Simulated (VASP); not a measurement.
Here is the system:

```
CELL_PARAMETERS angstrom
      0.00000     3.34312     3.34312
      3.34312     0.00000     3.34312
      3.34312     3.34312     0.00000
ATOMIC_POSITIONS crystal
  In 0.00000 0.00000 0.00000
  Sb 0.25000 0.25000 0.25000
```

These are r2SCAN meta-GGA, VASP's PBE PAW potentials (set 64) (plane waves; VASP) values and carry that method's errors. Numerical set-up: 520 eV cut-off, 10×10×10 Γ-centred mesh, first-order Methfessel-Paxton smearing of 0.10 eV, potentials In_d Sb.

Give the stress tensor in GPa (positive for a compressed cell).

```
-2.23   0.00   0.00
 0.00  -2.23   0.00
 0.00   0.00  -2.23
```
The pressure is its mean diagonal, -2.23 GPa.

The compound is InSb in the zinc blende structure. This cell is one point of a volume scan, at 1.06 of the reference volume.
